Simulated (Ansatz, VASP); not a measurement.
# Cross-check of SrTiO3 (Tausonite) between VASP and Ansatz, part 2 of 2

Aim: how closely do two programs agree when they are given the same cell, functional and k mesh? The cell is taken from a series of VASP runs on this material, whose earlier steps may have relaxed, scaled or displaced it; both programs get it as it stands.

VASP 6.6.1 and Ansatz 0.2.0.

So far. Step 4 (Differences): The walks stopped with 0.00 GPa left in Ansatz and -0.04 GPa in VASP; each walk ends within a tolerance, so the volume difference is uncertain by about these residues over the bulk modulus, most in soft cells.

### Step 5. Ansatz: band structure, HSE06

Level of this step: Ansatz beside VASP: Kohn-Sham DFT, plane waves, HSE06 (Ansatz).

The same path points are solved in both programs, so levels can be compared one by one.

The cell is taken from a series of VASP runs on this material, whose earlier steps may have relaxed, scaled or displaced it; both programs get it as it stands.

File input.yaml:

```yaml
crystal:
  lattice:
    - [3.9410981966, 0.0, 0.0]
    - [0.0, 3.9410981966, 0.0]
    - [0.0, 0.0, 3.9410981966]
  atoms:
    - { symbol: Sr, position: [0.5, 0.5, 0.5] }
    - { symbol: Ti, position: [0.0, 0.0, 0.0] }
    - { symbol: O, position: [0.5, 0.0, 0.0] }
    - { symbol: O, position: [0.0, 0.5, 0.0] }
    - { symbol: O, position: [0.0, 0.0, 0.5] }
hamiltonian:
  xc: { exchange: pbe, correlation: pbe, exx: { coeff: 0.25, omega: 0.2 } }
  pseudopotentials: { kind: paw }
kpoints:
  mp_grid: { grid: [4, 4, 4] }
  band_path:
    path:
      - [0.0, 0.0, 0.0]
      - [0.0, 0.3, 0.0]
      - [0.0, 0.5, 0.0]
      - [0.3, 0.5, 0.0]
      - [0.5, 0.5, 0.0]
      - [0.2, 0.2, 0.0]
      - [0.1, 0.1, 0.1]
      - [0.4, 0.4, 0.4]
      - [0.5, 0.5, 0.5]
      - [0.4, 0.5, 0.4]
      - [0.1, 0.5, 0.1]
      - [0.5, 0.5, 0.1]
      - [0.5, 0.5, 0.5]
    npoints: 1
scf:
  occupations: { method: gaussian, width: 0.05 }
  n_extra_bands: 8
output:
  forces: true
  stress: true
  eigenvalues: true
```

Started as:

```
ansatz run input.yaml --threads 4 --pin off --max-ram 9216MiB --backend cpu --events-out ev --progress --plain --runs-dir out
```

Numbers of over 12 decimals in the logs are rounded to 6 here.

The log of the run:

```text
[...]
--- Band table (eV; the first three rows and the last of 10) ---
  k-point 0: bands = [... 16 lower, 7.3657, 8.1957, 8.1957, 8.1957, 11.8609, 11.8609, 11.8609, 14.1344, ... 4 higher]
  k-point 1: bands = [... 16 lower, 6.8352, 6.9553, 7.9428, 7.9428, 11.9442, 12.9381, 12.9381, 14.1421, ... 4 higher]
  k-point 2: bands = [... 16 lower, 6.1515, 6.5950, 7.7936, 7.7936, 12.0315, 13.8813, 13.8813, 14.1477, ... 4 higher]
  k-point 9: bands = [... 16 lower, 4.6370, 8.5828, 8.5828, 8.5828, 14.6661, 14.6661, 14.6661, 17.1715, ... 4 higher]
[key lines of the parts left out:]
Free energy (F): -7756.149162 eV
Fermi energy:    10.221823 eV
P = ⅓ Tr σ = -6.3625 GPa (-63.625 kbar)
```

It took 42 s on 4 threads of Arm Neoverse V1, shared host; peak memory 1 GiB; 2.5 min of CPU time.

### Step 6. VASP: band structure, HSE06

The same cell, functional, mesh and smearing now go to VASP, with its own data sets and cutoff.

The run reads the wave functions of an earlier VASP run, which isn't shown here.

File INCAR:

```
SYSTEM = SrTiO3
PREC = Accurate
ENCUT = 520
EDIFF = 1E-06
NELM = 100
ISMEAR = 0
SIGMA = 0.05
LREAL = .FALSE.
ALGO = Normal
LHFCALC = .TRUE.
AEXX = 0.25
GGA = PE
HFSCREEN = 0.2
LASPH = .TRUE.
NBANDS = 26
PRECFOCK = Fast
LORBIT = 11
LWAVE = .FALSE.
LCHARG = .FALSE.
KPAR = 4
```

File POSCAR:

```
SrTiO3
1.0
    3.9410981966      0.0000000000      0.0000000000
    0.0000000000      3.9410981966      0.0000000000
    0.0000000000      0.0000000000      3.9410981966
Sr Ti O
1 1 3
Direct
    0.5000000000      0.5000000000      0.5000000000
    0.0000000000      0.0000000000      0.0000000000
    0.5000000000      0.0000000000      0.0000000000
    0.0000000000      0.5000000000      0.0000000000
    0.0000000000      0.0000000000      0.5000000000
```

File KPOINTS:

```
Automatic mesh
0
Gamma
4 4 4
0 0 0
```

File KPOINTS_OPT:

```
Line mode
6
Line-mode
Reciprocal
  0.00000000   0.00000000   0.00000000 GAMMA
  0.00000000   0.50000000   0.00000000 X

  0.00000000   0.50000000   0.00000000 X
  0.50000000   0.50000000   0.00000000 M

  0.50000000   0.50000000   0.00000000 M
  0.00000000   0.00000000   0.00000000 GAMMA

  0.00000000   0.00000000   0.00000000 GAMMA
  0.50000000   0.50000000   0.50000000 R

  0.50000000   0.50000000   0.50000000 R
  0.00000000   0.50000000   0.00000000 X

  0.50000000   0.50000000   0.00000000 M
  0.50000000   0.50000000   0.50000000 R
```

Potentials, in the order of the species: Sr_sv, Ti_sv and O (PBE family, release 64).

Started as:

```
mpirun -np 4 vasp_std
```

The log of the run:

```text
[banner, memory and clock lines left out]
running    4 mpi-ranks, on    1 nodes
[...]
LDA part: xc-table for (Slater+PW92), standard interpolation
 found WAVECAR, reading the header
 POSCAR, INCAR and KPOINTS ok, starting setup
[...]
reading WAVECAR
 the WAVECAR file was read successfully
 initial charge from wavefunction
 entering main loop
       N       E                     dE             d eps       ncg     rms          rms(c)
DAV:   1    -0.488393731933E+02   -0.48839E+02   -0.17496E+00   604   0.129E+01    0.369E+00
DAV:   2    -0.486608633416E+02    0.17851E+00   -0.44848E-01   574   0.995E+00    0.140E+00
DAV:   3    -0.486824315077E+02   -0.21568E-01   -0.72367E-02   752   0.204E+00    0.105E+00
DAV:   4    -0.486773492261E+02    0.50823E-02   -0.21470E-02   642   0.153E+00    0.625E-01
[...]
DAV:  10    -0.486779363182E+02   -0.17892E-05   -0.28920E-06   542   0.139E-02    0.232E-02
DAV:  11    -0.486779378062E+02   -0.14880E-05   -0.86982E-07   322   0.788E-03    0.138E-02
DAV:  12    -0.486779386761E+02   -0.86986E-06   -0.47690E-07   306   0.569E-03
   1 F= -.48677939E+02 E0= -.48677939E+02  d E =-.425750E-24
 Start KPOINTS_OPT (optional k-point list driver)
k-point batch [1-10\36]
       N       E                     dE             ncg
DAV:   1    -0.385692852021E+03   -0.75696E+04      520
DAV:   2    -0.464576527306E+04   -0.42601E+04      540
DAV:   3    -0.524533570689E+04   -0.59957E+03      676
DAV:   4    -0.530113164610E+04   -0.55796E+02      732
[...]
DAV:   8    -0.530327759901E+04   -0.73651E-04      734
DAV:   9    -0.530327760148E+04   -0.24707E-05      608
DAV:  10    -0.530327760162E+04   -0.13264E-06      422
[...]
k-point batch [31-36\36]
       N       E                     dE             ncg
DAV:   1     0.450940592007E+04   -0.93441E+04      312
DAV:   2     0.190072399160E+04   -0.26087E+04      338
DAV:   3     0.153086763041E+04   -0.36986E+03      428
DAV:   4     0.149715743945E+04   -0.33710E+02      424
DAV:   5     0.149605214671E+04   -0.11053E+01      480
DAV:   6     0.149602168063E+04   -0.30466E-01      442
DAV:   7     0.149602086833E+04   -0.81229E-03      450
DAV:   8     0.149602084716E+04   -0.21169E-04      430
DAV:   9     0.149602084653E+04   -0.63666E-06      294
```

From OUTCAR (step 6):

```text
 POSITION                                       TOTAL-FORCE (eV/Angst)
 -----------------------------------------------------------------------------------
      1.97055      1.97055      1.97055         0.000000      0.000000      0.000000
      0.00000      0.00000      0.00000         0.000000      0.000000      0.000000
      1.97055      0.00000      0.00000         0.000000      0.000000      0.000000
      0.00000      1.97055      0.00000         0.000000      0.000000      0.000000
      0.00000      0.00000      1.97055         0.000000      0.000000      0.000000
 -----------------------------------------------------------------------------------
    total drift:                                0.000000     -0.000001      0.000000

  FREE ENERGIE OF THE ION-ELECTRON SYSTEM (eV)
  ---------------------------------------------------
  free  energy   TOTEN  =       -48.6779386761 eV

  energy  without entropy=      -48.6779386761  energy(sigma->0) =      -48.67793868

[... 1 part as in an earlier step ...]

[... 2 further parts left out ...]
[key lines of the parts left out:]
E-fermi :   3.2665
```

### Step 7. Side by side

What differs besides the data sets and the points named for the pairs above, as far as they apply: exact exchange at q = 0 is treated differently, which shows on coarse meshes; VASP keeps PBE cores, Ansatz makes them for the functional; VASP takes a coarser grid for exact exchange (PRECFOCK = Fast). Total energies have different zeros and are not compared.

Both answers:

| quantity | Ansatz | VASP | difference |
| --- | --- | --- | --- |
| gap over the path points (eV) | 3.278 | 3.243 | +0.035 |

Levels at points of the path, from each program's valence-band top (eV; 4 filled, then empty):

| k (reciprocal lattice) | Ansatz | VASP |
| --- | --- | --- |
| 0.000 0.000 0.000 | -1.22 -0.39 -0.39 -0.39 3.28 3.28 3.28 | -1.21 -0.39 -0.39 -0.39 3.24 3.24 3.24 |
| 0.000 0.300 0.000 | -2.02 -1.74 -0.69 -0.69 3.39 4.66 4.66 | -2.03 -1.75 -0.70 -0.70 3.36 4.62 4.62 |
| 0.000 0.500 0.000 | -2.43 -1.99 -0.79 -0.79 3.45 5.30 5.30 | -2.44 -2.00 -0.80 -0.80 3.42 5.26 5.26 |
| 0.300 0.500 0.000 | -1.87 -1.61 -1.60 -0.44 4.71 5.31 5.57 | -1.88 -1.62 -1.61 -0.45 4.68 5.27 5.54 |
| 0.500 0.500 0.000 | -1.96 -1.67 -1.67 -0.08 5.32 5.32 5.87 | -1.97 -1.68 -1.68 -0.09 5.28 5.28 5.83 |
| 0.200 0.200 0.000 | -1.56 -1.29 -0.91 -0.88 4.01 4.15 4.43 | -1.57 -1.29 -0.91 -0.88 3.98 4.11 4.39 |
| 0.100 0.100 0.100 | -1.11 -1.05 -0.68 -0.68 3.65 3.72 3.72 | -1.11 -1.05 -0.69 -0.69 3.61 3.68 3.68 |
| 0.400 0.400 0.400 | -3.83 -0.28 -0.28 -0.13 5.83 5.87 5.87 | -3.85 -0.28 -0.28 -0.13 5.80 5.83 5.83 |
| 0.500 0.500 0.500 | -3.95 0.00 0.00 0.00 6.08 6.08 6.08 | -3.96 0.00 0.00 0.00 6.05 6.05 6.05 |
| 0.400 0.500 0.400 | -3.82 -0.23 -0.18 -0.07 5.87 5.95 5.97 | -3.84 -0.23 -0.18 -0.07 5.84 5.91 5.94 |

Among the levels compared at these points, filled levels agree within 19 meV and empty ones within 38 meV.

### Step 8. Summary of results

```json
{
 "difference in volume (relaxation of cell and atoms, PBE)": "-0.35 %",
 "difference in gap over the path points (band structure, HSE06)": "0.035 eV"
}
```

In words: The difference in gap over the path points is 0.035 eV (band structure, HSE06), within the 0.08 eV picked in this series as the mark of a large difference. How closely two codes agree says nothing of how well the functional describes the real material.

[Lines on the potential files, build, host, timing and source positions are cut from VASP's logs without a mark.]

[Logs are printed without paths, hosts, clocks, repeated set-up lines and the standing remarks that a program may print on its own settings, such as how far it seeks lower states.]

[Hosts, paths, dates, database ids (printed as entryN), source tags and the programs' standing remarks are cut or masked in the printed files.]
